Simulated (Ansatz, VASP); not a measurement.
## BaZnPF in two plane-wave programs

Wanted: the spread between two codes on one cell, functional and k mesh. The cell is taken from a series of runs on this material, whose earlier steps may have relaxed or scaled it; both programs get it as it stands.

Main program and level: Ansatz 0.2.0; plane waves, with VASP 6.6.1 beside it; single point at PBE.

### Step 1. Starting point

Symmetry: P4/nmm, No. 129, tetragonal system. Conventional cell: a = 4.156 Å, b = 4.156 Å, c = 9.457 Å, α = 90.00°, β = 90.00°, γ = 90.00°. Nearest to Ba lie 4 F at 2.62 Å and 4 P at 3.41 Å. Nearest to Zn lie 4 P at 2.51 Å. Nearest to P lie 4 Zn at 2.51 Å and 4 Ba at 3.41 Å. Nearest to F lie 4 Ba at 2.62 Å. Farther neighbours and most contacts between anions are not listed.

### Step 2. Ansatz: single point, PBE

Ansatz runs on its default PAW (the set named soft_2) files.

A single point gives forces, pressure and levels at one fixed geometry, so differences don't come from the geometry; what else differs is listed under the comparison.

input.yaml

```yaml
crystal:
  lattice:
    - [4.15634, 0.0, 0.0]
    - [0.0, 4.15634, 0.0]
    - [0.0, 0.0, 9.45743]
  atoms:
    - { symbol: Ba, position: [0.0, 0.5, 0.66823] }
    - { symbol: Ba, position: [0.5, 0.0, 0.33177] }
    - { symbol: Zn, position: [0.0, 0.0, 0.0] }
    - { symbol: Zn, position: [0.5, 0.5, 0.0] }
    - { symbol: P, position: [0.5, 0.0, 0.8509] }
    - { symbol: P, position: [0.0, 0.5, 0.1491] }
    - { symbol: F, position: [0.0, 0.0, 0.5] }
    - { symbol: F, position: [0.5, 0.5, 0.5] }
hamiltonian:
  xc: pbe
  pseudopotentials: { kind: paw }
kpoints:
  mp_grid: { grid: [7, 7, 3] }
scf:
  occupations: { method: fermi_dirac, width: 0.05 }
  n_extra_bands: 6
output:
  forces: true
  stress: true
  eigenvalues: true
```

On the command line:

```console
> ansatz run input.yaml --threads 4 --pin off --max-ram 9216MiB --backend cpu --events-out ev --progress --plain --runs-dir out
```

Numbers of over 12 decimals in the logs are rounded to 6 here.

The log of the run:

```text
scf.n_extra_bands = 6 over 34 filled bands (N_el = 68.0): the run solves 40 bands
Engine: ansatz 0.2.0, aarch64-unknown-linux-gnu
Pseudopotentials: kind: paw
Pseudopotential: Ba, paw, valence charge 10, recommended cutoff 420 eV (normal), Ba.paw.azcp
Pseudopotential: Zn, paw, valence charge 12, recommended cutoff 420 eV (normal), Zn.paw.azcp
Pseudopotential: P, paw, valence charge 5, recommended cutoff 420 eV (normal), P.paw.azcp
Pseudopotential: F, paw, valence charge 7, recommended cutoff 420 eV (normal), F.paw.azcp
Functional definition: PBE
  parameter kappa = 0.804
  parameter beta = 0.066725
  exchange = pbe_x(kappa = kappa, mu = beta*pi^2/3)
  correlation = pbe_c(beta = beta)
Crystal: 8 atoms, lattice volume = 163.379 Å³
Basis set: ecut = 420 eV, 3159 PW (Γ), exchange–correlation on 60×60×128 points (8 copies of the dense FFT grid, shifted against one another)
Bands: 40, of which v1, the nominal top of the filled ones, is band 34 counted from 1 (33 counted from 0)
Symmetry: 16 space group operations
Space group: P4/nmm (ITA 129), of the structure as read, at distance tolerance 5.5e-5 Å
k-points: 20 of 147
Non-local potential: Ba, projectors of the file, l = 0: 3, l = 1: 2, l = 2: 2, l = 3: 2
Non-local potential: Zn, projectors of the file, l = 0: 2, l = 1: 2, l = 2: 3, l = 3: 1
Non-local potential: P, projectors of the file, l = 0: 2, l = 1: 2, l = 2: 2
Non-local potential: F, projectors of the file, l = 0: 2, l = 1: 2, l = 2: 1
PAW form: soft (Blöchl's): semilocal exchange-correlation on the pseudo side does not see the compensation charge
PAW one-centre angular grid: Ba, 194 points (default); XC on 64 Gauss nodes
PAW one-centre angular grid: Zn, 590 points (default); XC on 64 Gauss nodes
PAW one-centre angular grid: P, 110 points (default); XC on 64 Gauss nodes
PAW one-centre angular grid: F, 110 points (default); XC on 64 Gauss nodes
Initial density: superposition of atomic densities (neutral atoms: chi_scale 0, normalization atom), corrected by the library's trained network
Initial wavefunctions: pseudopotential atomic-orbital guess
Functional: x = pbe(κ = 0.804, μ = 0.219515), c = pbe(β = 0.066725)
SCF iter   1: F=—  HF=-21674.916806 eV  |F-HF|=—  |Δ(HF+E_count)|=         —  Δρ=1.76e-3  dr2=5.76e-3  ethr=1.77e-3  ⟨swp⟩=11.6  Hψ=4470  notcnv=0
preconditioner: auto → Resta (q_TF=auto, 2.357 Å⁻¹)  ε∞=5.9  [insulator: Δε(μ)=0.418 eV  Ē_g=10.195 eV  σ=0.050 eV  W_gap=0.96  n_scr=38 (ndim 8)  ℏωp=22.5 eV  f_vac=0.011  D(μ)=0.03/eV (n_scr^D=0)  ε∞_Penn≈5.9]
SCF iter   2: F=—  HF=-21674.916757 eV  |F-HF|=—  |Δ(HF+E_count)|=   4.93e-5  Δρ=1.05e-3  dr2=2.05e-3  ethr=8.46e-6  ⟨swp⟩=2.3  Hψ=1580  notcnv=0  defer=8
SCF iter   3: F=—  HF=-21674.917010 eV  |F-HF|=—  |Δ(HF+E_count)|=   2.53e-4  Δρ=7.29e-4  dr2=5.75e-4  ethr=3.01e-6  ⟨swp⟩=2.0  Hψ=1394  notcnv=0  defer=8
SCF iter   4: F=—  HF=-21674.916939 eV  |F-HF|=—  |Δ(HF+E_count)|=   7.12e-5  Δρ=2.13e-4  dr2=7.08e-5  ethr=8.46e-7  ⟨swp⟩=2.0  Hψ=1212  notcnv=0  defer=8
SCF iter   5: F=—  HF=-21674.916998 eV  |F-HF|=—  |Δ(HF+E_count)|=   5.87e-5  Δρ=1.33e-4  dr2=2.09e-5  ethr=1.04e-7  ⟨swp⟩=2.0  Hψ=1417  notcnv=0  defer=8
SCF iter   6: F=—  HF=-21674.916997 eV  |F-HF|=—  |Δ(HF+E_count)|=   8.96e-7  Δρ=3.88e-5  dr2=3.75e-6  ethr=3.08e-8  ⟨swp⟩=2.0  Hψ=1217  notcnv=0  defer=8
SCF iter   7: F=—  HF=-21674.916998 eV  |F-HF|=—  |Δ(HF+E_count)|=   9.63e-7  Δρ=1.68e-5  dr2=6.44e-7  ethr=5.51e-9  ⟨swp⟩=3.0  Hψ=1345  notcnv=0  defer=8
SCF iter   8: F=-21674.916998 eV  HF=-21674.916998 eV  |F-HF|=1.16e-8  |Δ(HF+E_count)|=   9.58e-8  Δρ=3.35e-6  dr2=3.21e-8  ethr=1.47e-10  ⟨swp⟩=9.2  Hψ=4253  notcnv=0
SCF 1 converged in 8 iterations: F = -21674.916998 eV  dr2 = 3.21e-8
  greatest PAW one-centre occupation: 0.983 electrons in one spin orbital (limit 2), on the Zn atom at site 3 (counted from 0), in its partial waves of l = 2
SCF converged after 8 iterations
Free energy (F): -21674.916998 eV
Harris-Foulkes:  -21674.916998 eV  (|F-HF|=1.16e-8)
Internal energy: -21674.916668 eV  (E = F + TS)
E sigma→0 (E₀):  -21674.916833 eV
Entropy (-TS):   -0.000330 eV (-0.041 meV/atom)
Fermi energy:    8.744501 eV
--- Per-component energies (eV) ---
  E_band       = -38.818212
  E_kinetic    = 1155.601188
  E_local      = -5943.722719  (includes V_loc(G=0)·N_el)
  E_nonlocal   = 1553.945875
  E_hartree    = 2455.507591
  E_xc         = -897.095196
  E_vxc        = -706.447896  (∫ρ·V_xc dr)
  E_paw        = -15645.099973  (= ΣΔE_a)
  E_vpaw       = -1009.214621  (= ΣTr[D̂ρ^β])
  E_aug_tail   = 0.003365  (compensation charges beyond the density's cutoff)
  E_ewald      = -4354.056797
  E_smearing   = -0.000330  (= −TS)
  E_closure    = -0.000000  (closes the sum)
  Σ components = -21674.916998   (vs F -21674.916998, Δ=0.00e0)
--- Forces (eV/Å), atoms counted from 1 ---
  atom   1  Ba    -0.00000000     0.00000000     0.14441161
  atom   2  Ba    -0.00000000     0.00000000    -0.14441161
  atom   3  Zn     0.00000000     0.00000000     0.00000000
  atom   4  Zn     0.00000000     0.00000000    -0.00000000
  atom   5  P      0.00000000     0.00000000    -0.03520712
  atom   6  P      0.00000000     0.00000000     0.03520712
  atom   7  F      0.00000000     0.00000000    -0.00000000
  atom   8  F      0.00000000     0.00000000     0.00000000
  max |Σ_I F_I| component: 1.25e-16 eV/Å
--- Stress (GPa, compression-positive) ---
        0.898791       0.000000       0.000000
        0.000000       0.898791       0.000000
        0.000000       0.000000       1.050207
  P = ⅓ Tr σ = 0.9493 GPa (9.493 kbar)
--- Band table (eV; the first three rows and the last of 20) ---
  k-point 0: bands = [... 30 lower, 6.2965, 7.9416, 8.4797, 8.4797, 8.9212, 10.1196, 10.7933, 10.9147, ... 2 higher]
  k-point 1: bands = [... 30 lower, 6.2953, 7.7485, 8.4753, 8.4753, 8.9974, 10.2123, 10.4397, 11.3399, ... 2 higher]
  k-point 2: bands = [... 30 lower, 6.4389, 7.7980, 7.9706, 8.4084, 9.5327, 10.7002, 11.0007, 11.7647, ... 2 higher]
  k-point 19: bands = [... 30 lower, 5.7859, 6.1910, 6.2079, 6.4736, 11.1840, 11.2522, 11.7584, 11.7609, ... 2 higher]
```

The run ends at a pressure of 0.95 GPa, with forces up to 0.14 eV/Å.

### Step 3. VASP: single point, PBE

The same cell, functional, mesh and smearing now go to VASP, with its own data sets and cutoff.

Lines of VASP's logs that name or quote its potential files are left out, and so is its time.

INCAR

```
SYSTEM = BaZnPF
PREC = Accurate
ENCUT = 790
EDIFF = 1E-06
NELM = 100
ISMEAR = -1
SIGMA = 0.05
LREAL = .FALSE.
ALGO = Normal
GGA = PE
NBANDS = 52
LORBIT = 11
LWAVE = .FALSE.
LCHARG = .FALSE.
KPAR = 2
ISIF = 2
```

POSCAR

```
BaZnPF
1.0
    4.1563400000      0.0000000000      0.0000000000
    0.0000000000      4.1563400000      0.0000000000
    0.0000000000      0.0000000000      9.4574300000
Ba Zn P F
2 2 2 2
Direct
    0.0000000000      0.5000000000      0.6682300000
    0.5000000000      0.0000000000      0.3317700000
    0.0000000000      0.0000000000      0.0000000000
    0.5000000000      0.5000000000      0.0000000000
    0.5000000000      0.0000000000      0.8509000000
    0.0000000000      0.5000000000      0.1491000000
    0.0000000000      0.0000000000      0.5000000000
    0.5000000000      0.5000000000      0.5000000000
```

KPOINTS

```
Automatic mesh
0
Gamma
7 7 3
0 0 0
```

PAW data sets: Ba_sv_GW, Zn_sv_GW, P_GW and F_GW (PBE family, release 64).

On the command line:

```console
> mpirun -np 2 vasp_std
```

The log of the run:

```text
[banner, memory and clock lines left out]
running    2 mpi-ranks, on    1 nodes
 distrk:  each k-point on    1 cores,    2 groups
 distr:  one band on    1 cores,    1 groups

 POSCAR found type information on POSCAR BaZnP F
 POSCAR found :  4 types and       8 ions
 LDA part: xc-table for (Slater+PW92), standard interpolation
 POSCAR, INCAR and KPOINTS ok, starting setup
 FFT: planning ... GRIDC
 FFT: planning ... GRID_SOFT
 FFT: planning ... GRID
 WAVECAR not read
 entering main loop
       N       E                     dE             d eps       ncg     rms          rms(c)
DAV:   1     0.173831020974E+04    0.17383E+04   -0.48034E+04  3308   0.740E+03
DAV:   2     0.332741599535E+03   -0.14056E+04   -0.13672E+04  3804   0.147E+03
DAV:   3     0.160622166683E+02   -0.31668E+03   -0.30706E+03  4132   0.780E+02
DAV:   4    -0.363885039420E+02   -0.52451E+02   -0.51703E+02  4144   0.219E+02
DAV:   5    -0.416076998963E+02   -0.52192E+01   -0.51660E+01  4160   0.750E+01    0.997E+00
DAV:   6    -0.384080842806E+02    0.31996E+01   -0.13769E+01  4016   0.168E+02    0.412E+00
DAV:   7    -0.384262846569E+02   -0.18200E-01   -0.56441E+00  4056   0.585E+01    0.290E+00
DAV:   8    -0.384055758318E+02    0.20709E-01   -0.52174E-01  4104   0.243E+01    0.166E+00
DAV:   9    -0.384042085023E+02    0.13673E-02   -0.15705E-01  3672   0.988E+00    0.542E-01
DAV:  10    -0.384005135212E+02    0.36950E-02   -0.59660E-02  4072   0.555E+00    0.209E-01
DAV:  11    -0.384012461259E+02   -0.73260E-03   -0.11339E-02  3968   0.138E+00    0.111E-01
DAV:  12    -0.384014268276E+02   -0.18070E-03   -0.12606E-03  4144   0.441E-01    0.621E-02
DAV:  13    -0.384014963680E+02   -0.69540E-04   -0.73153E-04  3864   0.218E-01    0.314E-02
DAV:  14    -0.384014853119E+02    0.11056E-04   -0.18583E-04  4056   0.182E-01    0.147E-02
DAV:  15    -0.384014877961E+02   -0.24842E-05   -0.25715E-05  4080   0.565E-02    0.280E-03
DAV:  16    -0.384014882446E+02   -0.44852E-06   -0.52995E-06  2304   0.249E-02
   1 F= -.38401488E+02 E0= -.38401322E+02  d E =-.332474E-03
```

OUTCAR, selected parts (step 3):

```text
ion  position               nearest neighbor table
   1  0.000  0.500  0.668-
   2  0.500  0.000  0.332-
   3  0.000  0.000  0.000-   5 2.51   6 2.51   6 2.51   5 2.51
   4  0.500  0.500  0.000-   5 2.51   6 2.51   5 2.51   6 2.51
   5  0.500  0.000  0.851-   3 2.51   4 2.51   4 2.51   3 2.51
   6  0.000  0.500  0.149-   3 2.51   4 2.51   3 2.51   4 2.51
   7  0.000  0.000  0.500-
   8  0.500  0.500  0.500-

  LATTYP: Found a simple tetragonal cell.
 ALAT       =     4.1563400000
 C/A-ratio  =     2.2754226074

 Subroutine GETGRP returns: Found 16 space group operations
 (whereof  8 operations were pure point group operations)

The static configuration has the point symmetry D_2d.
 The point group associated with its full space group is D_4h.

 Found     20 irreducible k-points:

   k-points           NKPTS =     20   k-points in BZ     NKDIM =     20   number of bands    NBANDS=     52

   dimension x,y,z NGX =    40 NGY =   40 NGZ =   90
   dimension x,y,z NGXF=    80 NGYF=   80 NGZF=  180

   ENCUT  =  790.0 eV  58.06 Ry    7.62 a.u.   9.53  9.53 21.67*2*pi/ulx,y,z

   NELECT =      84.0000    total number of electrons

 k-points in reciprocal lattice and weights: Automatic mesh
   0.00000000  0.00000000  0.00000000       0.007
   0.14285714  0.00000000  0.00000000       0.027
   0.28571429  0.00000000  0.00000000       0.027
   0.42857143  0.00000000  0.00000000       0.027
   0.14285714  0.14285714  0.00000000       0.027
   0.28571429  0.14285714  0.00000000       0.054
   0.42857143  0.14285714  0.00000000       0.054
   0.28571429  0.28571429  0.00000000       0.027
   0.42857143  0.28571429  0.00000000       0.054
[...]
0.42857143  0.28571429  0.33333333       0.109
   0.42857143  0.42857143  0.33333333       0.054

 average (electrostatic) potential at core
       1 -80.8999       2 -80.8999       3 -78.1426       4 -78.1426       5 -73.6758
       6 -73.6758       7-110.4756       8-110.4756

 E-fermi :   5.3409

 k-point     1 :       0.0000    0.0000    0.0000
  band No.  band energies     occupation
    ...
     38       2.8926      2.00000
     39       2.8926      2.00000
     40       4.5380      2.00000
     41       5.0765      1.98995
     42       5.0765      1.98995
     43       5.5172      0.05716
     44       6.7151      0.00000
     45       7.3899      0.00000
     46       7.5048      0.00000
     47       8.7772      0.00000
    ...

 k-point     2 :       0.1429    0.0000    0.0000
  band No.  band energies     occupation
    ...
     38       2.0601      2.00000
     39       3.0351      2.00000
     40       4.3941      2.00000
     41       4.5671      2.00000
     42       5.0052      1.99758
     43       6.1286      0.00000
     44       7.2964      0.00000
     45       7.5948      0.00000
     46       8.3585      0.00000
     47       8.5113      0.00000
    ...

 k-point     3 :       0.2857    0.0000    0.0000
  band No.  band energies     occupation
    ...
     38       1.4020      2.00000
     39       3.4122      2.00000
     40       3.7610      2.00000
     41       4.5380      2.00000
     42       4.7787      1.99997
     43       6.6913      0.00000
     44       7.6063      0.00000
     45       7.7313      0.00000
     46       8.9129      0.00000
     47       9.0305      0.00000
    ...

  Total        0.8179654      0.8179654      0.9611004      0.0000000     -0.0000000      0.0000000
  in kB        8.0214011      8.0214011      9.4250592      0.0000000     -0.0000000      0.0000000
  external PRESSURE =       8.4892872 kB  Pullay stress =       0.0000000 kB

  energy-cutoff  :      790.00
  volume of cell :      163.38
      direct lattice vectors                 reciprocal lattice vectors
     4.156340000  0.000000000  0.000000000     0.240596294  0.000000000  0.000000000
     0.000000000  4.156340000  0.000000000     0.000000000  0.240596294  0.000000000
     0.000000000  0.000000000  9.457430000     0.000000000  0.000000000  0.105736971

 POSITION                                       TOTAL-FORCE (eV/Angst)
 -----------------------------------------------------------------------------------
      0.00000      2.07817      6.31974         0.000000      0.000000      0.148232
      2.07817      0.00000      3.13769        -0.000000     -0.000000     -0.148232
      0.00000      0.00000      0.00000         0.000000      0.000000      0.000000
      2.07817      2.07817      0.00000        -0.000000     -0.000000      0.000000
      2.07817      0.00000      8.04733        -0.000000      0.000000     -0.049014
      0.00000      2.07817      1.41010         0.000000      0.000000      0.049014
      0.00000      0.00000      4.72872         0.000000      0.000000      0.000000
      2.07817      2.07817      4.72872         0.000000     -0.000000      0.000000
 -----------------------------------------------------------------------------------
    total drift:                               -0.000000      0.000000     -0.000000

  FREE ENERGIE OF THE ION-ELECTRON SYSTEM (eV)
  ---------------------------------------------------
  free  energy   TOTEN  =       -38.4014882446 eV

  energy  without entropy=      -38.4011557703  energy(sigma->0) =      -38.40132201

 total charge
# of ion       s       p       d       f       tot
--------------------------------------------------
    1        1.788   4.562   0.104   0.019   6.474
    2        1.788   4.562   0.104   0.019   6.474
    3        2.294   6.193   9.426   0.002  17.914
    4        2.294   6.193   9.426   0.002  17.914
    5        1.133   1.675   0.028   0.000   2.836
    6        1.133   1.675   0.028   0.000   2.836
    7        1.666   4.152   0.000   0.000   5.818
    8        1.666   4.152   0.000   0.000   5.818
--------------------------------------------------
tot         13.763  33.164  19.117   0.042  66.086

[... 3 further parts left out ...]
```

The run ends at a pressure of 0.85 GPa, with forces up to 0.15 eV/Å.

### Step 4. Comparison

Known differences besides the PAW data sets themselves: the data sets hold 68 valence electrons in Ansatz (default PAW (the set named soft_2) files) and 84 in VASP; the cutoff is 420 eV in Ansatz and 790 eV in VASP; VASP leaves aspherical gradient terms in its spheres out (LASPH is not set), Ansatz keeps them. Total energies have different zeros and are not compared.

Compared:

```csv
quantity,Ansatz,VASP,difference
pressure (GPa),0.95,0.85,+0.10
gap on the k mesh (eV),0.442,0.441,+0.001
```

Forces (eV/Å; atoms numbered as in POSCAR):

```csv
atom,"Ansatz x, y, z","VASP x, y, z"
Ba1,"0.000, 0.000, 0.144","0.000, 0.000, 0.148"
Ba2,"0.000, 0.000, -0.144","0.000, 0.000, -0.148"
Zn3,"0.000, 0.000, 0.000","0.000, 0.000, 0.000"
Zn4,"0.000, 0.000, 0.000","0.000, 0.000, 0.000"
P5,"0.000, 0.000, -0.035","0.000, 0.000, -0.049"
P6,"0.000, 0.000, 0.035","0.000, 0.000, 0.049"
F7,"0.000, 0.000, 0.000","0.000, 0.000, 0.000"
F8,"0.000, 0.000, 0.000","0.000, 0.000, 0.000"
```

The forces differ by 4.1 meV/Å r.m.s., which is 9.2 % of the r.m.s. force of 0.05 eV/Å (both taken over all components). Ansatz's pressure holds a Pulay correction of 0.17 GPa; VASP's holds none.

### Step 5. Further runs

How far does this hang on the set-up? Further runs change one program's set-up at a time, as the table lists.

```csv
run,r.m.s. force difference (meV/Å)
as above,4.1
"VASP with the data sets Ba_sv, Zn, P_h and F_h and a cutoff of 1240 eV",41
```

### Step 6. What came out

```json
{"r.m.s. force difference (single point, PBE)": "4.1 meV/Å"}
```

What this shows: The r.m.s. force difference is 4.1 meV/Å (single point, PBE), within the 12 meV/Å picked in this series as the mark of a large difference. For single point, PBE: no further run halves the r.m.s. force difference (one raises it to 41 meV/Å). Differences of this kind measure data sets and numerical settings, not the functional's error against experiment.

[Lines on the potential files, build, host, timing and source positions are cut from VASP's logs without a mark.]

[Logs are printed without paths, hosts, clocks, repeated set-up lines and the standing remarks that a program may print on its own settings, such as how far it seeks lower states.]

[Hosts, paths, dates, database ids (printed as entryN), source tags and the programs' standing remarks are cut or masked in the printed files.]
